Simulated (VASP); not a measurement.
A run of VASP 6.6.1 is set up as follows.

Contents of INCAR:

```
SYSTEM = Ti2Tl
PREC = Accurate
ENCUT = 520
EDIFF = 1E-7
ISMEAR = -1
SIGMA = 0.05
LREAL = .False.
LASPH = .True.
NELM = 100
ALGO = Normal
ISIF = 2
LWAVE = .False.
LCHARG = .False.
GGA = PE
NBANDS = 26
```

File KPOINTS:

```
regular mesh
0
Gamma
  7 7 7
  0 0 0
```

POSCAR

```
Ti2Tl
1.0
    0.0000000000      3.2588000000      3.2588000000
    3.2588000000      0.0000000000      3.2588000000
    3.2588000000      3.2588000000      0.0000000000
Tl Ti
1 2
Direct
    0.0000000000      0.0000000000      0.0000000000
    0.2500000000      0.2500000000      0.2500000000
    0.7500000000      0.7500000000      0.7500000000
```

Potentials or basis: VASP PAW PBE potentials, release 64 (Tl_d, Ti_sv).

Launch:

```sh
$ cat potpaw_PBE.64/Tl_d/POTCAR potpaw_PBE.64/Ti_sv/POTCAR > POTCAR
$ mpirun -np 1 vasp_std > vasp.out
```

Estimate the band gap on the k mesh.

none (metal or under the smearing width).

What does it give for the pressure?

-1.7 GPa.

Spin-orbit coupling is left out, which matters for the levels of Tl.
